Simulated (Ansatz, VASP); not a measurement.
## Cross-check of C (amorphous carbon) between VASP and Ansatz

Wanted: the spread between two codes on one cell, functional and k mesh. The structure shown is the start of the Ansatz relaxation below; VASP solves that cell, so the two are compared at the walk's first step.

Method: plane waves, with VASP 6.6.1 beside it; single point at PBE, in Ansatz 0.2.0.

### 1. The starting structure

The cell holds 159 atoms: 159 C. Cell: a = 12.341 Å, b = 12.341 Å, c = 12.341 Å, α = 90.0°, β = 90.0°, γ = 90.0°. It derives from C (amorphous carbon). As first built, before any earlier steps moved the atoms (in the runner's words): 160 atoms (160 C) placed at random at 1.7 g/cm^3, melted at 6000 K for 10 ps at fixed volume with the LCBOP (Los and Fasolino, Phys. Rev. B 68, 024107 (2003)). Quenched from 4800 K to 100 K at 500 K/ps and fixed volume, held 5 ps. Nearest the centre at fractional (0.843, 0.190, 0.007): C82 at 1.39 Å, C11 at 1.44 Å, C97 at 1.48 Å, C16 at 2.29 Å, C81 at 2.40 Å, C40 at 2.45 Å, C44 at 2.46 Å, C98 at 2.48 Å.

### 2. Ansatz: relaxation, PBE

Ansatz runs on its default PAW (the set named soft_2) files.

The two programs are compared at the cell with which this relaxation starts, whose forces are those of its first step.

input.yaml reads:

```yaml
crystal:
  lattice:
    - [12.3406, 0.0, 0.0]
    - [0.0, 12.3406, 0.0]
    - [0.0, 0.0, 12.3406]
  atoms:
    - { symbol: C, position: [0.25612, 0.76552, 0.67207] }
    - { symbol: C, position: [0.73334, 0.8819, 0.03196] }
    - { symbol: C, position: [0.73061, 0.933, 0.73273] }
    - { symbol: C, position: [0.63614, 0.98543, 0.69918] }
[... 1 atom line left out ...]
    - { symbol: C, position: [0.17703, 0.20123, 0.27504] }
[... 4 atom lines left out ...]
    - { symbol: C, position: [0.77977, 0.17807, 0.10491] }
    - { symbol: C, position: [0.7342, 0.84143, 0.92258] }
[... 3 atom lines left out ...]
    - { symbol: C, position: [0.97445, 0.2361, 0.88448] }
    - { symbol: C, position: [0.73544, 0.79704, 0.10476] }
[... 11 atom lines left out ...]
    - { symbol: C, position: [0.57603, 0.14603, 0.76123] }
[... 2 atom lines left out ...]
    - { symbol: C, position: [0.75029, 0.93018, 0.8523] }
[... 1 atom line left out ...]
    - { symbol: C, position: [0.54601, 0.03208, 0.76562] }
[... 2 atom lines left out ...]
    - { symbol: C, position: [0.18755, 0.11125, 0.83378] }
[... 2 atom lines left out ...]
    - { symbol: C, position: [0.7468, 0.06218, 0.12575] }
    - { symbol: C, position: [0.10021, 0.04127, 0.78924] }
    - { symbol: C, position: [0.66163, 0.30057, 0.8737] }
[... 1 atom line left out ...]
    - { symbol: C, position: [0.77363, 0.024, 0.92163] }
[... 13 atom lines left out ...]
    - { symbol: C, position: [0.76818, 0.38909, 0.14649] }
[... 2 atom lines left out ...]
    - { symbol: C, position: [0.77125, 0.4722, 0.23973] }
[... 2 atom lines left out ...]
    - { symbol: C, position: [0.99359, 0.07406, 0.77085] }
[... 5 atom lines left out ...]
    - { symbol: C, position: [0.659, 0.24675, 0.24076] }
    - { symbol: C, position: [0.96926, 0.32438, 0.37429] }
    - { symbol: C, position: [0.60373, 0.22669, 0.83515] }
    - { symbol: C, position: [0.7312, 0.01192, 0.23174] }
[... 1 atom line left out ...]
    - { symbol: C, position: [0.02542, 0.4481, 0.24013] }
[... 3 atom lines left out ...]
    - { symbol: C, position: [0.81283, 0.50817, 0.73574] }
[... 1 atom line left out ...]
    - { symbol: C, position: [0.92793, 0.1467, 0.83753] }
    - { symbol: C, position: [0.92791, 0.26192, 0.98956] }
[... 5 atom lines left out ...]
    - { symbol: C, position: [0.7475, 0.0755, 0.32738] }
[... 1 atom line left out ...]
    - { symbol: C, position: [0.73483, 0.38226, 0.90491] }
    - { symbol: C, position: [0.17382, 0.27956, 0.1072] }
[... 5 atom lines left out ...]
    - { symbol: C, position: [0.83769, 0.11893, 0.91108] }
    - { symbol: C, position: [0.74826, 0.27016, 0.16479] }
[... 1 atom line left out ...]
    - { symbol: C, position: [0.69232, 0.90228, 0.26513] }
[... 5 atom lines left out ...]
    - { symbol: C, position: [0.68492, 0.17367, 0.33493] }
[... 2 atom lines left out ...]
    - { symbol: C, position: [0.03794, 0.27084, 0.96763] }
[... 3 atom lines left out ...]
    - { symbol: C, position: [0.74023, 0.42195, 0.03157] }
[... 2 atom lines left out ...]
    - { symbol: C, position: [0.74774, 0.99507, 0.03355] }
[... 5 atom lines left out ...]
    - { symbol: C, position: [0.94587, 0.03091, 0.67252] }
    - { symbol: C, position: [0.21168, 0.20223, 0.90897] }
[... 4 atom lines left out ...]
    - { symbol: C, position: [0.55392, 0.27628, 0.23284] }
[... 2 atom lines left out ...]
    - { symbol: C, position: [0.02444, 0.33651, 0.26289] }
[... 1 atom line left out ...]
    - { symbol: C, position: [0.77914, 0.44534, 0.82114] }
[... 7 atom lines left out ...]
    - { symbol: C, position: [0.14568, 0.25553, 0.99981] }
[... 3 atom lines left out ...]
    - { symbol: C, position: [0.67892, 0.51554, 0.03316] }
[... 11 atom lines left out ...]
    - { symbol: C, position: [0.1061, 0.27185, 0.21137] }
[... 1 atom line left out ...]
    - { symbol: C, position: [0.6872, 0.89823, 0.47195] }
kpoints:
  mp_grid: { grid: [1, 1, 1] }
hamiltonian:
  xc: pbe
scf:
  occupations: { method: gaussian, width: 0.05 }
output:
  forces: true
  eigenvalues: true
relax:
  f_tol: 0.05
  max_steps: 90
```

Command:

```sh
$ ansatz run input.yaml --threads 4 --pin off --max-ram 8192MiB --backend cpu --events-out ev --progress --plain --runs-dir out
```

Numbers of over 12 decimals in the logs are rounded to 6 here.

What it wrote:

```text
Engine: ansatz 0.2.0, x86_64-unknown-linux-gnu
Pseudopotentials: kind: paw
Pseudopotential: C, paw, valence charge 4, recommended cutoff 420 eV (normal), C.paw.azcp
Functional definition: PBE
  parameter kappa = 0.804
  parameter beta = 0.066725
  exchange = pbe_x(kappa = kappa, mu = beta*pi^2/3)
  correlation = pbe_c(beta = beta)
Crystal: 159 atoms, lattice volume = 1879.355 Å³
Basis set: ecut = 420 eV, 36785 PW (Γ), exchange–correlation on 180×180×180 points (8 copies of the dense FFT grid, shifted against one another)
Bands: 477, of which v1, the nominal top of the filled ones, is band 318 counted from 1 (317 counted from 0)
Symmetry: 1 space group operations
Space group: P1 (ITA 1), of the structure as read, at distance tolerance 1.2e-4 Å
k-points: 1
Non-local potential: C, projectors of the file, l = 0: 2, l = 1: 2, l = 2: 1
PAW form: soft (Blöchl's): semilocal exchange-correlation on the pseudo side does not see the compensation charge
PAW one-centre angular grid: C, 110 points (default); XC on 64 Gauss nodes
Initial density: superposition of atomic densities (neutral atoms: chi_scale 0, normalization atom), corrected by the library's trained network
Initial wavefunctions: pseudopotential atomic-orbital guess
Functional: x = pbe(κ = 0.804, μ = 0.219515), c = pbe(β = 0.066725)
SCF iter   1: F=—  HF=-39760.470647 eV  |F-HF|=—  |Δ(HF+E_count)|=         —  Δρ=1.38e-2  dr2=9.38e0  ethr=1.77e-3  ⟨swp⟩=6.0  Hψ=2109  notcnv=0  defer=108
preconditioner: auto → LDOS  [insulator: Δε(μ)=0.145 eV  Ē_g=13.540 eV  σ=0.050 eV  W_gap=0.96  n_scr=388 (ndim 8)  ℏωp=21.6 eV  f_vac=0.200  D(μ)=5.54/eV (n_scr^D=18)  ε∞_Penn≈3.5  β→1.0]
SCF iter   2: F=—  HF=-39760.729349 eV  |F-HF|=—  |Δ(HF+E_count)|=   2.59e-1  Δρ=1.27e-2  dr2=9.12e0  ethr=1.47e-3  ⟨swp⟩=2.0  Hψ=729  notcnv=0  defer=150
SCF iter   3: F=—  HF=-39759.624288 eV  |F-HF|=—  |Δ(HF+E_count)|=    1.11e0  Δρ=4.87e-3  dr2=9.09e-1  ethr=1.43e-3  ⟨swp⟩=2.0  Hψ=551  notcnv=0  defer=150
SCF iter   4: F=—  HF=-39759.492650 eV  |F-HF|=—  |Δ(HF+E_count)|=   1.32e-1  Δρ=1.85e-3  dr2=1.13e-1  ethr=1.43e-4  ⟨swp⟩=2.0  Hψ=618  notcnv=0  defer=150
SCF iter   5: F=—  HF=-39759.486121 eV  |F-HF|=—  |Δ(HF+E_count)|=   6.53e-3  Δρ=8.91e-4  dr2=2.41e-2  ethr=1.78e-5  ⟨swp⟩=2.0  Hψ=698  notcnv=0  defer=150
SCF iter   6: F=—  HF=-39759.488420 eV  |F-HF|=—  |Δ(HF+E_count)|=   2.30e-3  Δρ=4.25e-4  dr2=5.38e-3  ethr=3.79e-6  ⟨swp⟩=2.0  Hψ=589  notcnv=0  defer=150
SCF iter   7: F=—  HF=-39759.487948 eV  |F-HF|=—  |Δ(HF+E_count)|=   4.72e-4  Δρ=1.63e-4  dr2=7.23e-4  ethr=8.46e-7  ⟨swp⟩=2.0  Hψ=542  notcnv=0  defer=150
SCF iter   8: F=—  HF=-39759.487929 eV  |F-HF|=—  |Δ(HF+E_count)|=   1.89e-5  Δρ=9.79e-5  dr2=2.57e-4  ethr=1.14e-7  ⟨swp⟩=2.0  Hψ=574  notcnv=0  defer=150
SCF iter   9: F=—  HF=-39759.487923 eV  |F-HF|=—  |Δ(HF+E_count)|=   5.94e-6  Δρ=6.22e-5  dr2=1.12e-4  ethr=4.05e-8  ⟨swp⟩=2.0  Hψ=599  notcnv=0  defer=150
SCF iter  10: F=-39759.487886 eV  HF=-39759.487915 eV  |F-HF|=2.97e-5  |Δ(HF+E_count)|=   7.60e-6  Δρ=3.66e-5  dr2=3.81e-5  ethr=9.83e-9  ⟨swp⟩=21.0  Hψ=3309  notcnv=0
SCF 1 converged in 10 iterations: F = -39759.487886 eV  dr2 = 3.81e-5
  greatest PAW one-centre occupation: 0.707 electrons in one spin orbital (limit 2), on the C atom at site 104 (counted from 0), in its partial waves of l = 0
relax step   1: F+E_penalty+E_count = -39759.48788571 eV  Δ(F+E_penalty+E_count) = +0.000e0 eV  max|allowed force component| = 3.148e0 eV/Å  Δτ_max = 0.0000 Å  (10 SCF iters, dr2 threshold 6.25e-5 eV, accepted)
Initial density: handed on by an earlier stage of this run
Initial wavefunctions: those handed on with the density
iter 1 solved again at ethr=2.17e-4 eV; its pass at ethr=3.10e-3 eV (dr2=1.38e0 eV) is discarded
SCF iter   1: F=—  HF=-39760.816750 eV  |F-HF|=—  |Δ(HF+E_count)|=         —  Δρ=8.15e-3  dr2=1.43e0  ethr=2.17e-4  ⟨swp⟩=1.0  Hψ=1475  notcnv=0  defer=150
preconditioner: auto → LDOS  [insulator: Δε(μ)=0.155 eV  Ē_g=13.479 eV  σ=0.050 eV  W_gap=0.97  n_scr=388 (ndim 8)  ℏωp=21.6 eV  f_vac=0.198  D(μ)=4.10/eV (n_scr^D=6)  ε∞_Penn≈3.6  β→1.0]
SCF iter   2: F=—  HF=-39760.726051 eV  |F-HF|=—  |Δ(HF+E_count)|=   9.07e-2  Δρ=4.37e-3  dr2=7.31e-1  ethr=2.17e-4  ⟨swp⟩=3.0  Hψ=655  notcnv=0  defer=150
SCF iter   3: F=—  HF=-39760.622209 eV  |F-HF|=—  |Δ(HF+E_count)|=   1.04e-1  Δρ=1.27e-3  dr2=7.46e-2  ethr=1.15e-4  ⟨swp⟩=2.0  Hψ=650  notcnv=0  defer=150
SCF iter   4: F=—  HF=-39760.620745 eV  |F-HF|=—  |Δ(HF+E_count)|=   1.46e-3  Δρ=5.17e-4  dr2=7.71e-3  ethr=1.17e-5  ⟨swp⟩=1.0  Hψ=477  notcnv=0  defer=150
SCF iter   5: F=—  HF=-39760.619861 eV  |F-HF|=—  |Δ(HF+E_count)|=   8.84e-4  Δρ=2.61e-4  dr2=2.13e-3  ethr=1.21e-6  ⟨swp⟩=2.0  Hψ=597  notcnv=0  defer=150
SCF iter   6: F=—  HF=-39760.619592 eV  |F-HF|=—  |Δ(HF+E_count)|=   2.69e-4  Δρ=1.02e-4  dr2=2.64e-4  ethr=3.35e-7  ⟨swp⟩=2.0  Hψ=589  notcnv=0  defer=150
[...]
- { symbol: C, position: [0.455428, 0.643619, 0.274672] }
    - { symbol: C, position: [0.991569, 0.231857, 0.433383] }
    - { symbol: C, position: [0.789329, 0.049283, 0.436178] }
    - { symbol: C, position: [0.189771, 0.285193, 0.593652] }
    - { symbol: C, position: [0.284319, 0.281868, 0.146700] }
    - { symbol: C, position: [0.773103, 0.390919, 0.149416] }
    - { symbol: C, position: [0.357093, 0.082920, 0.369885] }
    - { symbol: C, position: [0.355324, 0.717824, 0.946789] }
    - { symbol: C, position: [0.773686, 0.471495, 0.242810] }
    - { symbol: C, position: [0.376770, 0.176426, 0.300435] }
    - { symbol: C, position: [0.488802, 0.549481, 0.070679] }
    - { symbol: C, position: [0.995575, 0.079403, 0.769805] }
    - { symbol: C, position: [0.797210, 0.456228, 0.371467] }
    - { symbol: C, position: [0.718529, 0.721743, 0.925771] }
    - { symbol: C, position: [0.987055, 0.570128, 0.544965] }
    - { symbol: C, position: [0.848235, 0.688029, 0.649456] }
    - { symbol: C, position: [0.528066, 0.951038, 0.372201] }
    - { symbol: C, position: [0.661593, 0.242854, 0.230535] }
    - { symbol: C, position: [0.971557, 0.327153, 0.378361] }
    - { symbol: C, position: [0.607735, 0.225095, 0.833258] }
    - { symbol: C, position: [0.754759, 0.014267, 0.226257] }
    - { symbol: C, position: [0.550708, 0.368422, 0.657456] }
    - { symbol: C, position: [0.023945, 0.449761, 0.240291] }
    - { symbol: C, position: [0.703011, 0.012810, 0.512023] }
[...]
- { symbol: C, position: [0.963911, 0.666112, 0.614677] }
    - { symbol: C, position: [0.160288, 0.135730, 0.366252] }
    - { symbol: C, position: [0.367431, 0.715260, 0.284303] }
    - { symbol: C, position: [0.327953, 0.211978, 0.772191] }
    - { symbol: C, position: [0.294855, 0.332944, 0.604927] }
    - { symbol: C, position: [0.107194, 0.273116, 0.218078] }
    - { symbol: C, position: [0.362563, 0.295376, 0.690501] }
    - { symbol: C, position: [0.690124, 0.898252, 0.465586] }
```

### 3. VASP: single point, PBE, start cell

The same cell, functional, mesh and smearing now go to VASP, with its own data sets.

Lines of VASP's logs that name or quote its potential files are left out, and so is its time.

INCAR reads:

```
SYSTEM = C
PREC = Accurate
ENCUT = 520
EDIFF = 1E-06
NELM = 120
ISMEAR = 0
SIGMA = 0.05
LREAL = Auto
ALGO = Normal
GGA = PE
NBANDS = 429
LORBIT = 11
LWAVE = .FALSE.
LCHARG = .FALSE.
ISIF = 2
LASPH = .TRUE.
GGA_COMPAT = .FALSE.
EFERMI = MIDGAP
```

POSCAR reads:

```
C
1.0
   12.3406000000      0.0000000000      0.0000000000
    0.0000000000     12.3406000000      0.0000000000
    0.0000000000      0.0000000000     12.3406000000
C
159
Direct
    0.2561220686      0.7655219357      0.6720661880
    0.7333435976      0.8819020145      0.0319595482
    0.7306127741      0.9330016369      0.7327277442
    0.6361360064      0.9854302060      0.6991799426
[... 1 atom line left out ...]
    0.1770335316      0.2012300861      0.2750433528
[... 4 atom lines left out ...]
    0.7797675964      0.1780707583      0.1049138616
    0.7342025509      0.8414339659      0.9225807497
[... 3 atom lines left out ...]
    0.9744501888      0.2360987310      0.8844788746
    0.7354423610      0.7970439039      0.1047598982
[... 11 atom lines left out ...]
    0.5760335802      0.1460301768      0.7612271689
[... 2 atom lines left out ...]
    0.7502876683      0.9301816767      0.8523005364
[... 1 atom line left out ...]
    0.5460107288      0.0320810982      0.7656191757
[... 2 atom lines left out ...]
    0.1875516588      0.1112506685      0.8337763156
[... 2 atom lines left out ...]
    0.7468032349      0.0621768796      0.1257475325
    0.1002139280      0.0412702786      0.7892403935
    0.6616290942      0.3005688540      0.8737014408
[... 1 atom line left out ...]
    0.7736333728      0.0240020745      0.9216326597
[... 13 atom lines left out ...]
    0.7681798292      0.3890896715      0.1464920668
[... 2 atom lines left out ...]
    0.7712509927      0.4721974620      0.2397290245
[... 2 atom lines left out ...]
    0.9935902630      0.0740563668      0.7708539293
[... 5 atom lines left out ...]
    0.6590036141      0.2467465115      0.2407581479
    0.9692559519      0.3243764485      0.3742929841
    0.6037307748      0.2266907606      0.8351538823
    0.7311962141      0.0119200039      0.2317391375
[... 1 atom line left out ...]
    0.0254201579      0.4480981476      0.2401260879
[... 3 atom lines left out ...]
    0.8128291979      0.5081681604      0.7357421843
[... 1 atom line left out ...]
    0.9279289500      0.1467027535      0.8375281591
    0.9279127433      0.2619159522      0.9895629062
[... 5 atom lines left out ...]
    0.7475001216      0.0754987602      0.3273827853
[... 1 atom line left out ...]
    0.7348265076      0.3822585612      0.9049073789
    0.1738165081      0.2795569097      0.1071990017
[... 5 atom lines left out ...]
    0.8376902258      0.1189326289      0.9110821192
    0.7482618349      0.2701570426      0.1647893944
[... 1 atom line left out ...]
    0.6923164190      0.9022818988      0.2651329757
[... 5 atom lines left out ...]
    0.6849180753      0.1736706481      0.3349269890
[... 2 atom lines left out ...]
    0.0379398084      0.2708377226      0.9676271818
[... 3 atom lines left out ...]
    0.7402314312      0.4219486897      0.0315705881
[... 2 atom lines left out ...]
    0.7477432216      0.9950731731      0.0335478016
[... 5 atom lines left out ...]
    0.9458697308      0.0309061148      0.6725199747
    0.2116833865      0.2022267961      0.9089671491
[... 4 atom lines left out ...]
    0.5539195825      0.2762831629      0.2328411909
[... 2 atom lines left out ...]
    0.0244396545      0.3365071390      0.2628883523
[... 1 atom line left out ...]
    0.7791436397      0.4453430141      0.8211432183
[... 7 atom lines left out ...]
    0.1456817335      0.2555305253      0.9998136233
[... 3 atom lines left out ...]
    0.6789216083      0.5155421941      0.0331588415
[... 11 atom lines left out ...]
    0.1060969483      0.2718506394      0.2113673565
[... 1 atom line left out ...]
    0.6872032154      0.8982302319      0.4719462587
```

KPOINTS reads:

```
Automatic mesh
0
Gamma
1 1 1
0 0 0
```

The projector-augmented-wave data sets are C (PBE family, release 64).

Command:

```sh
$ export OMP_NUM_THREADS=4
$ mpirun -np 1 vasp_gam
```

What it wrote:

```text
[banner, memory and clock lines left out]
running    1 mpi-ranks, on    1 nodes
[...]
Offloading initialized ...    1 GPUs detected
[...]
LDA part: xc-table for (Slater+PW92), standard interpolation
 POSCAR, INCAR and KPOINTS ok, starting setup
[...]
entering main loop
       N       E                     dE             d eps       ncg     rms          rms(c)
DAV:   1     0.465212522415E+04    0.46521E+04   -0.35348E+05   866   0.142E+03
DAV:   2    -0.906645702180E+03   -0.55588E+04   -0.52745E+04  1071   0.327E+02
DAV:   3    -0.139028533589E+04   -0.48364E+03   -0.46977E+03  1028   0.966E+01
DAV:   4    -0.140712687316E+04   -0.16842E+02   -0.16635E+02  1084   0.192E+01
[...]
DAV:  21    -0.132690723239E+04    0.33073E-04   -0.27068E-05   932   0.843E-03    0.647E-03
DAV:  22    -0.132690722786E+04    0.45250E-05   -0.54488E-06   812   0.370E-03    0.385E-03
DAV:  23    -0.132690722692E+04    0.94181E-06   -0.26342E-06   676   0.268E-03
   1 F= -.13269072E+04 E0= -.13268989E+04  d E =-.166272E-01
```

Parts of OUTCAR (step 3):

```text
  FREE ENERGIE OF THE ION-ELECTRON SYSTEM (eV)
  ---------------------------------------------------
  free  energy   TOTEN  =     -1326.9072269210 eV

  energy  without entropy=    -1326.8905997596  energy(sigma->0) =    -1326.89891334
```

The run ends at a pressure of -8.61 GPa, with forces up to 4.1 eV/Å.

### 4. Side by side

Known differences besides the potentials themselves: the cutoff is 420 eV in Ansatz and 520 eV in VASP (PREC = Accurate, projectors in real space). Total energies have different zeros and are not compared.

Forces on 8 of the 159 atoms, those with the largest forces and the largest differences (eV/Å; atoms numbered as in POSCAR):

```tsv
atom	Ansatz x, y, z	VASP x, y, z
C11	-0.993, 0.049, 1.417	-0.968, 0.036, 1.392
C16	-1.515, 0.438, 2.147	-1.520, 0.421, 2.035
C44	0.904, 2.088, 0.456	0.907, 2.106, 0.439
C81	-1.716, -1.438, 0.302	-1.717, -1.449, 0.269
C82	0.592, 2.240, 0.492	0.476, 2.249, 0.585
C97	-0.071, -2.654, -3.148	-0.081, -2.639, -3.142
C98	1.056, -0.789, -1.726	1.065, -0.766, -1.718
C109	0.458, 0.226, 0.637	0.573, 0.255, 0.671
```

The forces differ by 20 meV/Å r.m.s., which is 5.9 % of the r.m.s. force of 0.346 eV/Å (both taken over all components).

### 5. Summary of results

| Item | Value |
| --- | --- |
| r.m.s. force difference (single point, PBE, start cell) | 5.9 % of the r.m.s. force |

What this shows: The r.m.s. force difference is 5.9 % of the r.m.s. force (single point, PBE, start cell), beyond the 3 % picked in this series as the mark of a large difference. What causes the difference of the single point, PBE, start cell pair stays open here. 1 further run of this series is not shown here. Such differences can come from data sets, numerical settings and the points named under the comparisons, not from the functional's error against experiment.

[Lines on the potential files, build, host, timing and source positions are cut from VASP's logs without a mark.]

[Logs are printed without paths, hosts, clocks, repeated set-up lines and the standing remarks that a program may print on its own settings, such as how far it seeks lower states.]

[Hosts, paths, dates, database ids (printed as entryN), source tags and the programs' standing remarks are cut or masked in the printed files.]
